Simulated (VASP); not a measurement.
All values below come from PBEsol GGA, VASP's PBE PAW potentials (set 64) (plane waves; VASP).

The input files of a VASP run:

File POSCAR:
```
NaH(100) slab
1.0
  3.3853969998   0.0000000000   0.0000000000
  0.0000000000   3.3853969998   0.0000000000
  0.0000000000   0.0000000000  24.2915614959
Na H
4 4
Cartesian
  0.0000000000   1.6926984999   8.5550264192
  1.6926984999   0.0000000000  10.9488626384
  0.0000000000   1.6926984999  13.3426988575
  1.6926984999   0.0000000000  15.7365350767
  0.0000000000   1.6926984999  10.9488626384
  1.6926984999   0.0000000000   8.5550264192
  0.0000000000   1.6926984999  15.7365350767
  1.6926984999   0.0000000000  13.3426988575
```

INCAR:
```
NSW  =  50   ! most ionic steps
ALGO  =  Normal   ! blocked Davidson
SIGMA  =  0.05   ! width (eV)
PREC  =  Normal
ISMEAR  =  0   ! Gaussian
ISIF  =  2
LDIPOL  =  .TRUE.
EDIFF  =  1E-5
SYSTEM  =  NaH(100) slab
DIPOL  =  0.5 0.5 0.5
IDIPOL  =  3
NELM  =  100   ! most electronic steps
NELMIN  =  4
LREAL  =  .FALSE.
LCHARG  =  .FALSE.
GGA  =  PS   ! PBEsol
IBRION  =  2
LASPH  =  .TRUE.
ENCUT  =  400
LWAVE  =  .TRUE.
EDIFFG  =  -0.03   ! ionic stop
```

### KPOINTS
```
K-points
0
gamma
 6 6 1
```

POTCAR, in this order: Na_pv H (PBE.64 set). Program: vasp_std.

What VASP printed:

**OSZICAR**
```
       N       E                     dE             d eps       ncg     rms          rms(c)
DAV:   1     0.159375994218E+03    0.15938E+03   -0.15314E+04   580   0.107E+03
DAV:   2    -0.102795162469E+02   -0.16966E+03   -0.16614E+03   473   0.303E+02
DAV:   3    -0.217433030531E+02   -0.11464E+02   -0.11423E+02   498   0.978E+01
DAV:   4    -0.220727059777E+02   -0.32940E+00   -0.32912E+00   498   0.154E+01
DAV:   5    -0.220803943846E+02   -0.76884E-02   -0.76883E-02   493   0.238E+00    0.601E+00
DAV:   6    -0.205987254155E+02    0.14817E+01   -0.11023E+00   495   0.665E+00    0.284E+00
DAV:   7    -0.200418710819E+02    0.55685E+00   -0.11663E+00   501   0.493E+00    0.716E-01
DAV:   8    -0.199995574669E+02    0.42314E-01   -0.11817E-01   494   0.688E+00    0.199E-01
DAV:   9    -0.199911627643E+02    0.83947E-02   -0.48404E-02   483   0.177E+00    0.178E-01
DAV:  10    -0.199903136530E+02    0.84911E-03   -0.65632E-03   470   0.826E-01    0.861E-02
DAV:  11    -0.199915475329E+02   -0.12339E-02   -0.15656E-03   440   0.263E-01    0.474E-02
DAV:  12    -0.199928860268E+02   -0.13385E-02   -0.57557E-04   445   0.189E-01    0.362E-02
DAV:  13    -0.199944552669E+02   -0.15692E-02   -0.59755E-04   420   0.200E-01    0.179E-02
DAV:  14    -0.199945772490E+02   -0.12198E-03   -0.41151E-05   352   0.550E-02    0.122E-02
DAV:  15    -0.199948004765E+02   -0.22323E-03   -0.74595E-05   440   0.720E-02    0.430E-03
DAV:  16    -0.199949303812E+02   -0.12990E-03   -0.25860E-05   342   0.401E-02    0.330E-03
DAV:  17    -0.199950563081E+02   -0.12593E-03   -0.17552E-05   339   0.224E-02    0.176E-03
DAV:  18    -0.199950776167E+02   -0.21309E-04   -0.76629E-07   300   0.591E-03    0.112E-03
DAV:  19    -0.199951228582E+02   -0.45241E-04   -0.22659E-06   268   0.611E-03    0.711E-04
DAV:  20    -0.199951280942E+02   -0.52361E-05   -0.25811E-07   300   0.267E-03
   1 F= -.19995128E+02 E0= -.19995128E+02  d E =-.199951E+02
       N       E                     dE             d eps       ncg     rms          rms(c)
DAV:   1    -0.199953246384E+02   -0.20178E-03   -0.25547E-02   445   0.101E+00    0.908E-03
DAV:   2    -0.199953551740E+02   -0.30536E-04   -0.35511E-04   445   0.142E-01    0.400E-03
DAV:   3    -0.199953533714E+02    0.18027E-05   -0.12937E-05   380   0.275E-02    0.197E-03
DAV:   4    -0.199953519431E+02    0.14283E-05   -0.22513E-06   285   0.116E-02
   2 F= -.19995352E+02 E0= -.19995352E+02  d E =-.223849E-03
```

File OUTCAR:
```
------------------------ aborting loop because EDIFF is reached ----------------------------------------
  FORCE on cell =-STRESS in cart. coord.  units (eV):
  Direction    XX          YY          ZZ          XY          YZ          ZX
  --------------------------------------------------------------------------------------
  Total       -1.0652006     -1.0652006     -0.3719284      0.0000000      0.0000000      0.0000000
  in kB       -6.1300972     -6.1300972     -2.1404019      0.0000000      0.0000000      0.0000000
  external PRESSURE =      -4.8001988 kB  Pullay stress =       0.0000000 kB
  volume of cell :      278.40
      direct lattice vectors                 reciprocal lattice vectors
     3.385397000  0.000000000  0.000000000     0.295386331  0.000000000  0.000000000
     0.000000000  3.385397000  0.000000000     0.000000000  0.295386331  0.000000000
     0.000000000  0.000000000 24.291561496     0.000000000  0.000000000  0.041166559
 POSITION                                       TOTAL-FORCE (eV/Angst)
 -----------------------------------------------------------------------------------
      3.38540      1.69270      8.55673         0.000000     -0.000000      0.028111
      1.69270      0.00000     10.94844         0.000000     -0.000000     -0.007480
      0.00000      1.69270     13.34312         0.000000      0.000000      0.007480
      1.69270      0.00000     15.73483        -0.000000      0.000000     -0.028111
      3.38540      1.69270     10.94844         0.000000     -0.000000     -0.006999
      1.69270      0.00000      8.55342         0.000000     -0.000000     -0.028169
      3.38540      1.69270     15.73814         0.000000      0.000000      0.028169
      1.69270      0.00000     13.34313         0.000000      0.000000      0.006999
 -----------------------------------------------------------------------------------
    total drift:                                0.000000      0.000000      0.000000
  FREE ENERGIE OF THE ION-ELECTRON SYSTEM (eV)
  ---------------------------------------------------
  free  energy   TOTEN  =       -19.9953519431 eV

  energy  without entropy=      -19.9953519431  energy(sigma->0) =      -19.99535194

 reached required accuracy - stopping structural energy minimisation
```
(Selected blocks of OUTCAR.)

### CONTCAR
```
NaH(100) slab
   1.00000000000000
     3.3853969998000002    0.0000000000000000    0.0000000000000000
     0.0000000000000000    3.3853969998000002    0.0000000000000000
     0.0000000000000000    0.0000000000000000   24.2915614959000017
  Na              H
     4     4
Direct
     1.0000000000000000    0.5000000000000000    0.3522511079479009
     0.5000000000000000    0.0000000000000000    0.4507094949486537
     0.0000000000000000    0.5000000000000000    0.5492905050513464
     0.5000000000000000    0.0000000000000000    0.6477488920520991
     1.0000000000000000    0.5000000000000000    0.4507094324280650
     0.5000000000000000    0.0000000000000000    0.3521149695959487
     1.0000000000000000    0.5000000000000000    0.6478850304040513
     0.5000000000000000    0.0000000000000000    0.5492905675719351
```

The cell is a thin slab with vacuum, built from NaH (rock salt): (100) face.
